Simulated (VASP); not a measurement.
# Be2B3 (P-6m2) in VASP: further runs

One crystal, Be2B3, is run at these levels: PBE; tasks: single point, relaxation of cell and atoms.

All numbers are computed with VASP 6.6.1; they aren't measurements. Logs are shortened: lines on timing, memory, paths and dates and some standing lists are left out, and cuts for length are marked.

## 1. The cell of the first run

Symmetry: P-6m2, No. 187, hexagonal system. The conventional cell has a = 3.545 Å, b = 3.545 Å, c = 3.499 Å, α = 90.00°, β = 90.00°, γ = 120.00°. Be (site symmetry -6m2) is surrounded by 2 B at 1.75 Å. Around Be (site symmetry -6m2) lie 9 B at 2.05 to 2.23 Å. Around B (site symmetry 3m) lie 2 B at 1.74 to 1.76 Å. B (site symmetry -6m2) has 2 Be at 1.75 Å as nearest neighbours.

The cell was built by a generator and needn't be a form met in nature.

## 2. Single point, PBE (species swapped into the Fe3Ge2 type (P-6m2, No. 187))

Contents of INCAR:

```
PREC     = Accurate       # precision mode
ENCUT    = 520            # plane-wave cutoff, eV
EDIFF    = 1E-7           # SCF threshold, eV
ISMEAR   = 0              # smearing method
SIGMA    = 0.1            # smearing width, eV
LREAL    = F              # projectors in reciprocal space
LASPH    = T              # aspherical terms in the spheres
NELM     = 80             # most SCF steps
ALGO     = Normal         # electronic algorithm
ISIF     = 2              # what is computed and relaxed
LWAVE    = F              # write WAVECAR
LCHARG   = T              # write CHGCAR
GGA      = PE             # functional
LELF     = T              # ELF
LVHAR    = T            
NBANDS   = 14             # bands
```

Contents of KPOINTS:

```
Automatic mesh
0
Gamma
  12 12 10
```

Contents of POSCAR:

```
Be2B3
1.0
    3.5450092319      0.0000000000      0.0000000000
   -1.7725046159      3.0700680515      0.0000000000
    0.0000000000      0.0000000000      3.4987184603
Be B
2 3
Direct
    0.6666666667      0.3333333333      0.5000000000
    0.3333333333      0.6666666667      0.0000000000
    0.0000000000      0.0000000000      0.7491726289
    0.0000000000      0.0000000000      0.2508273711
    0.6666666667      0.3333333333      0.0000000000
```

Potentials or basis: VASP PAW PBE potentials, release 64 (Be, B).

On the command line:

```sh
$ cat potpaw_PBE.64/Be/POTCAR potpaw_PBE.64/B/POTCAR > POTCAR
$ mpirun -np 1 vasp_std > vasp.out
```

OUTCAR:

```text
PREC = Accurate
   ENCUT = 520
   EDIFF = 1E-7
   ISMEAR = 0
   LREAL = F
   LASPH = T
   NELM = 80
   ISIF = 2
   GGA = PE

 ion  position               nearest neighbor table
   1  0.667  0.333  0.500-   5 1.75   5 1.75   3 2.22   4 2.22   3 2.22   4 2.22   3 2.22   4 2.22

   2  0.333  0.667  0.000-   5 2.05   5 2.05   5 2.05   3 2.23   4 2.23   4 2.23   3 2.23   4 2.23
                             3 2.23
   3  0.000  0.000  0.749-   4 1.74   4 1.76   1 2.22   1 2.22   1 2.22   2 2.23   2 2.23   2 2.23

   4  0.000  0.000  0.251-   3 1.74   3 1.76   1 2.22   1 2.22   1 2.22   2 2.23   2 2.23   2 2.23

   5  0.667  0.333  0.000-   1 1.75   1 1.75   2 2.05   2 2.05   2 2.05

  LATTYP: Found a hexagonal cell.
 ALAT       =     3.5450092319
 C/A-ratio  =     0.9869419884

  Lattice vectors:

 A1 = (   3.5450092319,   0.0000000000,   0.0000000000)
 A2 = (  -1.7725046159,   3.0700680515,   0.0000000000)
 A3 = (   0.0000000000,   0.0000000000,   3.4987184603)

Analysis of symmetry for initial positions (statically):
=====================================================================
 Subroutine PRICEL returns:
 Original cell was already a primitive cell.

 Routine SETGRP: Setting up the symmetry group for a
 hexagonal supercell.

 Subroutine GETGRP returns: Found 12 space group operations
 (whereof 12 operations were pure point group operations)
 out of a pool of 24 trial point group operations.

The static configuration has the point symmetry D_3h.

Analysis of symmetry for dynamics (positions and initial velocities):
=====================================================================
 Subroutine PRICEL returns:
 Original cell was already a primitive cell.

 Routine SETGRP: Setting up the symmetry group for a
 hexagonal supercell.

 Subroutine GETGRP returns: Found 12 space group operations
 (whereof 12 operations were pure point group operations)
 out of a pool of 24 trial point group operations.

The dynamic configuration has the point symmetry D_3h.

 Subroutine INISYM returns: Found 12 space group operations
 (whereof 12 operations are pure point group operations),
 and found     1 'primitive' translations

----------------------------------------------------------------------------------------

                                     Primitive cell

  volume of cell :      38.0780

  direct lattice vectors                    reciprocal lattice vectors
     3.545009232  0.000000000  0.000000000     0.282086712  0.162862839  0.000000000
    -1.772504616  3.070068051  0.000000000     0.000000000  0.325725679  0.000000000
     0.000000000  0.000000000  3.498718460     0.000000000  0.000000000  0.285818940

  length of vectors
     3.545009232  3.545009232  3.498718460     0.325725679  0.325725679  0.285818940

  position of ions in fractional coordinates (direct lattice)
     0.666666667  0.333333333  0.500000000
     0.333333333  0.666666667  0.000000000
     0.000000000  0.000000000  0.749172629
     0.000000000  0.000000000  0.250827371
     0.666666667  0.333333333  0.000000000

  ion indices of the primitive-cell ions
   primitive index   ion index
                 1           1
                 2           2
                 3           3
                 4           4
                 5           5

----------------------------------------------------------------------------------------

 KPOINTS: Automatic mesh

Automatic generation of k-mesh.
 Grid dimensions read from file:
 generate k-points for:   12   12   10

 Generating k-lattice:

  Cartesian coordinates                     Fractional coordinates (reciprocal lattice)
     0.023507226  0.013571903  0.000000000     0.083333333  0.000000000  0.000000000
     0.000000000  0.027143807  0.000000000     0.000000000  0.083333333  0.000000000
     0.000000000  0.000000000  0.028581894     0.000000000  0.000000000  0.100000000

  Length of vectors
     0.027143807  0.027143807  0.028581894

  Shift w.r.t. Gamma in fractional coordinates (k-lattice)
     0.000000000  0.000000000  0.000000000

 Subroutine IBZKPT returns following result:
 ===========================================

 Found    114 irreducible k-points:

 Following reciprocal coordinates:
            Coordinates               Weight
  0.000000  0.000000  0.000000      1.000000
  0.083333 -0.000000  0.000000      6.000000
  0.166667  0.000000  0.000000      6.000000
  0.250000 -0.000000  0.000000      6.000000
  0.333333 -0.000000  0.000000      6.000000
  0.416667 -0.000000  0.000000      6.000000
[... 16 lines left out ...]
  0.250000 -0.000000  0.100000     12.000000
  0.333333 -0.000000  0.100000     12.000000
 [... further k-points ...]
   k-points           NKPTS =    114   k-points in BZ     NKDIM =    114   number of bands    NBANDS=     14
   number of dos      NEDOS =    301   number of ions     NIONS =      5
   total plane-waves  NPLWV =  21952
   dimension x,y,z NGX =    28 NGY =   28 NGZ =   28
   dimension x,y,z NGXF=    56 NGYF=   56 NGZF=   56
   ions per type =               2   3
   NGX,Y,Z   is equivalent  to a cutoff of  13.13, 13.13, 13.30 a.u.
   NGXF,Y,Z  is equivalent  to a cutoff of  26.26, 26.26, 26.61 a.u.
 SYSTEM =  unknown system
   PREC   = accura    normal or accurate (medium, high low for compatibility)
   ISTART =      0    job   : 0-new  1-cont  2-samecut
   ICHARG =      2    charge: 1-file 2-atom 10-const
   ISPIN  =      1    spin polarized calculation?
   LNONCOLLINEAR =      F non collinear calculations
   LSORBIT =      F    spin-orbit coupling
   LASPH  =      T    aspherical Exc in radial PAW
   ENCUT  =  520.0 eV  38.22 Ry    6.18 a.u.   6.59  6.59  6.51*2*pi/ulx,y,z
   NELM   =     80;   NELMIN=  2; NELMDL= -5     # of ELM steps
   EDIFF  = 0.1E-06   stopping-criterion for ELM
   LREAL  =      F    real-space projection
   EDIFFG = 0.1E-05   stopping-criterion for IOM
   NSW    =      0    number of steps for IOM
   IBRION =     -1    ionic relax: 0-MD 1-quasi-New 2-CG
   NFREE  =      0    steps in history (QN), initial steepest desc. (CG)
   ISIF   =      2    stress and relaxation
   ISYM   =      2    0-nonsym 1-usesym 2-fastsym
   POTIM  = 0.5000    time-step for ionic-motion
   TEBEG  =    0.0;   TEEND  =   0.0 temperature during run
   PSTRESS=    0.0 pullay stress
   NELECT =      13.0000    total number of electrons
   NUPDOWN=      -1.0000    fix difference up-down
   EMIN   =  10.00;   EMAX   =-10.00  energy-range for DOS
   EFERMI =   0.00;   METHOD = LEGACY
   ISMEAR =     0;   SIGMA  =   0.10  broadening in eV -4-tet -1-fermi 0-gaus
   EFERMI_NEDOS =   21; number of points for ismear=-14 and -15
   IALGO  =     38    algorithm
   IMIX   =      4    mixing-type and parameters
     AMIX     =   0.40;   BMIX     =  1.00
     AMIX_MAG =   1.60;   BMIX_MAG =  1.00
  volume/ion in A,a.u.               =       7.62        51.39
  Fermi-wavevector in a.u.,A,eV,Ry     =   1.144189  2.162204 17.812323  1.309169
  Thomas-Fermi vector in A             =   2.280882
   LORBIT       =      0    0 simple, 1 ext, 2 COOP (PROOUT), +10 PAW based schemes
   GGA     = PE    functional components
   LHFCALC =     F    Hartree Fock is set to
   AEXX    =    0.0000 exact exchange contribution
   IVDW    =     0    specifies the selected vdW correction
   LEPSILON=     F    determine dielectric tensor
   LRPA    =     F    only Hartree local field effects (RPA)
 non-spin polarized calculation
 Gauss-broadening in eV      SIGMA  =   0.10
  energy-cutoff  :      520.00
  volume of cell :       38.08
 maximum number of plane-waves:      1057
 NGX is ok and might be reduce to    28
   NGX = 13   NGY = 13   NGZ = 13

 number of electron      13.0000000 magnetization

 Free energy of the ion-electron system (eV)
  ---------------------------------------------------
  ext. energy  EPLUGINS =         0.00000000
  ---------------------------------------------------
  free energy    TOTEN  =       -23.74729544 eV

  energy without entropy =      -23.74064400  energy(sigma->0) =      -23.74396972

 E-fermi :   7.4246     XC(G=0): -11.2687

 val. band max:        7.4070509184   @ k =   0.4167   0.1667   0.3000
 cond. band min:       7.4259189025   @ k =   0.3333   0.1667   0.3000
 fundamental gap:      0.0188679842
 Fermi energy:         7.4245719220

 k-point     1 :       0.0000    0.0000    0.0000
  band No.  band energies     occupation
      1      -7.6043      2.00000
      2       1.0218      2.00000
      3       1.4698      2.00000
      4       2.9512      2.00000
      5       2.9512      2.00000
      6       5.6800      2.00000
      7       5.6800      2.00000
      8       6.1389      2.00000
      9      12.1281      0.00000
     10      12.3480      0.00000
     11      12.6645      0.00000
     12      12.6645      0.00000
     13      15.0847      0.00000
     14      15.0847      0.00000

 k-point     2 :       0.0833   -0.0000    0.0000
  band No.  band energies     occupation
      1      -7.5234      2.00000
      2       1.0392      2.00000
      3       1.5401      2.00000
      4       2.1866      2.00000
      5       2.5826      2.00000
      6       5.7438      2.00000
      7       6.2286      2.00000
      8       6.8086      2.00000
      9      11.6681      0.00000
     10      12.5711      0.00000
     11      12.5745      0.00000
     12      12.7435      0.00000
     13      14.6068      0.00000
     14      14.8697      0.00000
[... 343 lines left out ...]
      1      -6.8020      2.00000
      2      -0.6299      2.00000
      3       0.3612      2.00000
      4       1.3934      2.00000
      5       2.8939      2.00000
      6       5.4475      2.00000
      7       8.8759      0.00000
      8       9.0566      0.00000
      9       9.8755      0.00000
     10      11.0197      0.00000
     11      12.0217      0.00000
     12      13.5512      0.00000
     13      14.8038      0.00000
     14      15.0139      0.00000

 k-point    24 :       0.3333   -0.0000    0.1000
  band No.  band energies     occupation
      1      -6.2690      2.00000
      2      -1.8973      2.00000
      3       0.6781      2.00000
      4       0.9236      2.00000
      5       2.9066      2.00000
      6       5.2587      2.00000
      7       8.2872      0.00000
      8       9.8363      0.00000
      9      10.7614      0.00000
     10      11.3220      0.00000
     11      12.1597      0.00000
     12      13.2419      0.00000
     13      14.8949      0.00000
     14      15.3744      0.00000

 [... further k-points ...]

------------------------ aborting loop because EDIFF is reached ----------------------------------------

  FORCE on cell =-STRESS in cart. coord.  units (eV):
  Direction    XX          YY          ZZ          XY          YZ          ZX
  --------------------------------------------------------------------------------------
  -------------------------------------------------------------------------------------
  Total        0.0145904      0.0145904      0.0126569      0.0000000      0.0000000     -0.0000000
  in kB        0.6139077      0.6139077      0.5325522      0.0000000      0.0000000     -0.0000000
  external PRESSURE =       0.5867892 kB  Pullay stress =       0.0000000 kB

 VOLUME and BASIS-vectors are now :
 -----------------------------------------------------------------------------
  energy-cutoff  :      520.00
  volume of cell :       38.08
      direct lattice vectors                 reciprocal lattice vectors
     3.545009232  0.000000000  0.000000000     0.282086712  0.162862839  0.000000000
    -1.772504616  3.070068051  0.000000000     0.000000000  0.325725679  0.000000000
     0.000000000  0.000000000  3.498718460     0.000000000  0.000000000  0.285818940

 POSITION                                       TOTAL-FORCE (eV/Angst)
 -----------------------------------------------------------------------------------
      1.77250      1.02336      1.74936         0.000000     -0.000000      0.000000
     -0.00000      2.04671      0.00000        -0.000000      0.000000      0.000000
      0.00000      0.00000      2.62114         0.000000     -0.000000      0.000585
      0.00000      0.00000      0.87757         0.000000     -0.000000     -0.000585
      1.77250      1.02336      0.00000        -0.000000     -0.000000      0.000000
 -----------------------------------------------------------------------------------
    total drift:                               -0.000000      0.000000      0.000000

  FREE ENERGIE OF THE ION-ELECTRON SYSTEM (eV)
  ---------------------------------------------------
  free  energy   TOTEN  =       -23.7472954413 eV

  energy  without entropy=      -23.7406440000  energy(sigma->0) =      -23.74396972
```

Run time: 25 s. Hardware: 1 thread of Intel Xeon 6975P-C (Granite Rapids), shared host; peak memory 0.18 GiB.

Results:

* Free energy: -23.7473 eV
* Pressure: 0.1 GPa
* Band gap on the k mesh: none (metal or under the smearing width)

## 3. Relaxation of cell and atoms, PBE (species swapped into the Fe3Ge2 type (P-6m2, No. 187))

Contents of INCAR:

```
SYSTEM = Be2B3
PREC = Accurate ; ENCUT = 600
EDIFF = 1E-6 ; ISMEAR = 0
SIGMA = 0.1 ; LREAL = .False.
LASPH = .True. ; NELM = 80
ALGO = Normal ; ISIF = 3
LWAVE = .False. ; LCHARG = .False.
GGA = PE ; IBRION = 2
NSW = 100 ; EDIFFG = -0.01
```

Contents of KPOINTS:

```
Automatic mesh
0
Gamma
  12 12 10
  0 0 0
```

Contents of POSCAR:

```
Be2B3
1.0
    3.5397470091      0.0000000000      0.0000000000
   -1.7698735045      3.0655108328      0.0000000000
    0.0000000000      0.0000000000      3.4980264955
Be B
2 3
Direct
    0.6666666667      0.3333333333      0.5000000000
    0.3333333333      0.6666666667      0.0000000000
    0.0000000000      0.0000000000      0.7498397208
    0.0000000000      0.0000000000      0.2501602792
    0.6666666667      0.3333333333      0.0000000000
```

Potentials or basis: VASP PAW PBE potentials, release 64 (Be, B).

On the command line:

```sh
$ cat potpaw_PBE.64/Be/POTCAR potpaw_PBE.64/B/POTCAR > POTCAR
$ mpirun -np 1 vasp_std > vasp.out
```

It took 33 s on 1 thread of Intel Xeon 6975P-C (Granite Rapids), shared host; peak memory 0.18 GiB.

The run converged. Its results:

```yaml
Free_energy: -23.7491 eV
Relaxed_volume: 7.61 Å³/atom
Relaxed_cell: a = 3.542 Å, b = 3.542 Å, c = 3.500 Å, α = 90.00°, β = 90.00°, γ = 120.00°
Space_group_after_relaxing_to_0.05_Å: P-6m2 (No. 187)
Energy_gained_by_relaxing: 0.1 meV/atom
Ionic_steps: 3
Pressure_after_relaxing: 0.1 GPa
Largest_force_after_relaxing: 0.008 eV/Å
```

Forces in eV/Å, atoms in the order of the input:
```
Be   0.000  0.000  0.000
Be   0.000  0.000  0.000
B    0.000  0.000  0.008
B    0.000  0.000 -0.008
B    0.000  0.000  0.000
```

Stress tensor (GPa, compression positive):
```
0.15 0.00 0.00
0.00 0.15 0.00
0.00 0.00 0.04
```

Step by step:
```
step  energy change (eV)  largest force (eV/Å)  pressure (GPa)  volume (Å³)
   1              0.0000                0.0959            0.45        37.96
   2             -0.0002                0.0809           -0.12        38.07
   3             -0.0004                0.0082            0.11        38.03
```

Final structure:
```
CELL_PARAMETERS angstrom
3.54174 0.00000 0.00000
-1.77087 3.06723 0.00000
0.00000 0.00000 3.50035
ATOMIC_POSITIONS crystal
Be 0.66667 0.33333 0.50000
Be 0.33333 0.66667 0.00000
B 0.00000 0.00000 0.74906
B 0.00000 0.00000 0.25094
B 0.66667 0.33333 0.00000
```

Levels at points of the mesh, in eV from the Fermi level:
```
           k point  band 4  band 5  band 6  band 7  band 8  band 9
(0.00, 0.00, 0.00)   -4.47   -4.47   -1.74   -1.74   -1.26    4.71
(0.50, 0.00, 0.00)   -5.84   -4.47   -2.42   -0.01    3.02    4.11
(0.00, 0.00, 0.50)   -2.39   -1.61   -0.80   -0.75   -0.75   -0.52
(0.50, 0.00, 0.50)   -7.27   -5.23   -2.50   -1.26   -0.22    6.98
```

Caveat: the bands computed are all filled at some k points, so no gap is given.

[end of part 1 of 2]
